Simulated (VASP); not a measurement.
# AgCl: a GW gap and what it depends on, part 3 of 3

Aim: test the GW correction to the gap of AgCl. The starting structure is a computed structure from the Materials Project. Cell and atoms stay as given.

VASP 6.6.1.

Results so far: G0W0 (response cutoff 100 eV, 4×4×4 mesh) 2.20 eV; G0W0 (response cutoff 160 eV, 4×4×4 mesh) 2.32 eV; G0W0 (response cutoff 240 eV, 4×4×4 mesh) 2.33 eV; GW0 with iterated eigenvalues (response cutoff 160 eV, 4×4×4 mesh) 2.72 eV; G0W0 (response cutoff 100 eV, 5×5×5 mesh) 2.34 eV.

### 7. G0W0 (response cutoff 100 eV, 4×4×4 mesh, 7 empty bands)

Level of this step: G0W0 on LDA; plane waves and PAW (Ag_GW, Cl_GW) (VASP).

It reads the orbitals and their derivatives (WAVECAR and WAVEDER) of a run with the empty bands, which follows a ground-state run; neither is shown.

INCAR reads:

```
SYSTEM = AgCl
PREC = Accurate
ENCUT = 300
ISMEAR = 0
SIGMA = 0.01
LREAL = .FALSE.
GGA = CA
NBANDS = 16
ALGO = EVGW0
NELMGW = 1
ENCUTGW = 100
NOMEGA = 40
PRECFOCK = Fast
NBANDSGW = 16
LWAVE = .FALSE.
LCHARG = .FALSE.
```

POSCAR reads:

```
AgCl
1.0
    0.0000000000      2.7726629968      2.7726629968
    2.7726629968      0.0000000000      2.7726629968
    2.7726629968      2.7726629968      0.0000000000
Ag Cl
1 1
Direct
    0.0000000000      0.0000000000      0.0000000000
    0.5000000000      0.5000000000      0.5000000000
```

KPOINTS reads:

```
Automatic mesh
0
Gamma
4 4 4
0 0 0
```

The projector-augmented-wave data sets are Ag_GW and Cl_GW (LDA family, release 64).

Started as:

```sh
$ mpirun -np 4 vasp_std
```

What it wrote:

```text
[banner, memory and clock lines left out]
running    4 mpi-ranks, on    1 nodes
[...]
[... a notice as in an earlier step ...]

 LDA part: xc-table for (Slater(with rela. corr.)+CA(PZ))
 , standard interpolation
 found WAVECAR, reading the header
 POSCAR, INCAR and KPOINTS ok, starting setup
[...]
reading WAVECAR
 the WAVECAR file was read successfully
 initial charge from wavefunction
 available memory per node:    141.75 GB, setting MAXMEM to    145155

 The Fermi energy was updated, please check that it is located mid-gap
 values below the HOMO (VB) or above the LUMO (CB) will cause erroneous energies
 E-fermi :   3.7643

 calculate exact exchange contribution
 the WAVEDER file was read successfully
 [... a notice as in an earlier step ...]

energies w=
    0.000    0.000    0.383    0.000    0.764    0.000    1.140    0.000
    1.510    0.000    1.873    0.000    2.228    0.000    2.575    0.000
    2.914    0.000    3.246    0.000    3.572    0.000    3.894    0.000
[...]
total number of BLAS operations          4.98 Gflops
NQ=   4    0.2500    0.2500    0.0000,
|.........|.........|.........|.........|.........|.........|.........|.........
 performed         90000 updates of chi_q(r,r)
 total number of BLAS operations          7.18 Gflops
NQ=   5    0.5000    0.2500    0.0000,
|.........|.........|.........|.........|.........|.........|.........|.........
 performed        128000 updates of chi_q(r,r)
 total number of BLAS operations         10.10 Gflops
NQ=   6   -0.2500    0.2500    0.0000,
|.........|.........|.........|.........|.........|.........|.........|.........
 performed        161000 updates of chi_q(r,r)
 total number of BLAS operations         12.43 Gflops
NQ=   7    0.5000    0.5000    0.0000,
|.........|.........|.........|.........|.........|.........|.........|.........
 performed        180000 updates of chi_q(r,r)
 total number of BLAS operations         13.74 Gflops
NQ=   8   -0.2500    0.5000    0.2500,
|.........|.........|.........|.........|.........|.........|.........|.........
 performed        207000 updates of chi_q(r,r)
 total number of BLAS operations         15.94 Gflops
 resolving degeneracies of screened two electron integrals

 calculate QP shifts <psi_nk| G(iteration)W_0 |psi_nk>: iteration 1
 entering main loop
```

It took 14 s on 4 MPI ranks of Intel Xeon Platinum 8375C at 2.90GHz (Ice Lake), shared host; peak memory 0.5 GiB; 47 s of CPU time.

From OUTCAR (step 7):

```text
 QP shifts <psi_nk| G(iteration)W_0 |psi_nk>: iteration 1
 for sc-GW calculations column KS-energies equals QP-energies in previous step
 and V_xc(KS)=  KS-energies - (<T + V_ion + V_H > + <T+V_H+V_ion>^1  + <V_x>^1)
 k-point   1 :       0.0000    0.0000    0.0000
  band No.  KS-energies  QP-energies   sigma(KS)   V_xc(KS)     V^pw_x(r,r')   Z            occupation Imag(sigma)
    ...
      6       0.9628       0.2058     -15.7489     -14.6422     -21.3492       0.6841       2.0000       0.3134
      7       1.1432       1.2748     -14.4228     -14.6049     -18.5595       0.7221       2.0000       0.1485
      8       1.1432       1.2748     -14.4228     -14.6049     -18.5595       0.7221       2.0000       0.1485
      9       1.1432       1.2748     -14.4228     -14.6049     -18.5595       0.7221       2.0000       0.1485
     10       4.0751       5.8305      -8.3397     -10.5319      -5.8251       0.8008       0.0000      -0.1309
     11      14.0461      16.3787      -8.0635     -10.9984      -5.2987       0.7948       0.0000      -0.1850
     12      14.0461      16.3787      -8.0635     -10.9984      -5.2987       0.7948       0.0000      -0.1850
     13      14.0461      16.3787      -8.0635     -10.9984      -5.2987       0.7948       0.0000      -0.1850
    ...

[... 1 part as in an earlier step ...]

[... 2 further parts left out ...]
[key lines of the parts left out:]
E-fermi :   3.7643
```

G0W0 (response cutoff 100 eV, 4×4×4 mesh, 7 empty bands): the quasiparticle gap on this mesh is 2.676 eV, +2.055 eV from the LDA gap on the same points, with 16 bands.

### 8. The runs compared

| run | LDA gap on the mesh (eV) | GW gap (eV) | correction (eV) | bands |
| --- | --- | --- | --- | --- |
| G0W0 (response cutoff 100 eV, 4×4×4 mesh) | 0.622 | 2.198 | 1.577 | 100 |
| G0W0 (response cutoff 160 eV, 4×4×4 mesh) | 0.622 | 2.323 | 1.702 | 196 |
| G0W0 (response cutoff 240 eV, 4×4×4 mesh) | 0.622 | 2.329 | 1.707 | 360 |
| GW0 with iterated eigenvalues (response cutoff 160 eV, 4×4×4 mesh) | 0.622 | 2.722 | 2.1 | 196 |
| G0W0 (response cutoff 100 eV, 5×5×5 mesh) | 0.775 | 2.337 | 1.562 | 100 |
| G0W0 (response cutoff 100 eV, 4×4×4 mesh, 7 empty bands) | 0.622 | 2.676 | 2.055 | 16 |

### 9. What came out

| Property | Result |
| --- | --- |
| gap, G0W0 (response cutoff 100 eV, 4×4×4 mesh) | 2.198 eV |
| gap, G0W0 (response cutoff 160 eV, 4×4×4 mesh) | 2.323 eV |
| gap, G0W0 (response cutoff 240 eV, 4×4×4 mesh) | 2.329 eV |
| gap, GW0 with iterated eigenvalues (response cutoff 160 eV, 4×4×4 mesh) | 2.722 eV |
| gap, G0W0 (response cutoff 100 eV, 5×5×5 mesh) | 2.337 eV |
| gap, G0W0 (response cutoff 100 eV, 4×4×4 mesh, 7 empty bands) | 2.676 eV |

The correction to the LDA gap of AgCl is +1.577 eV at a response cutoff of 100 eV, +1.702 eV at a response cutoff of 160 eV, +1.707 eV at a response cutoff of 240 eV. The number of bands rises with the cutoff. On a 5×5×5 mesh in place of 4×4×4 the correction is +1.562 eV against +1.577 eV. The LDA gap lies between other k-points on the two meshes (0.4000 0.0000 0.0000 to 0.0000 0.0000 0.0000 against 0.5000 0.0000 0.0000 to 0.0000 0.0000 0.0000), so the two corrections belong to different transitions. Iterating the eigenvalues in G raises the gap by +0.399 eV. With 7 empty bands alone, a slip made on purpose, the correction is +2.055 eV against +1.577 eV. Errors of the two band edges can cancel in a gap, so a value close to the better runs would prove nothing. VASP warns in its log that the frequency grid doesn't suit these quasiparticle energies and asks for more k-points, so these gaps are no firm results. The LDA gap along the bands, from another run on this structure, is 0.636 eV. On the 4×4×4 mesh it is 0.622 eV, so this mesh comes close to the edges. On the 5×5×5 mesh it is 0.775 eV, so this mesh misses the band edges. Further runs on this material are not shown.

[Lines on the potential files, build, host, timing and source positions are cut from VASP's logs without a mark.]

[Logs are printed without paths, hosts, clocks, repeated set-up lines and the standing remarks that a program may print on its own settings, such as how far it seeks lower states.]

[Hosts, paths, dates, database ids (printed as entryN), source tags and the programs' standing remarks are cut or masked in the printed files.]
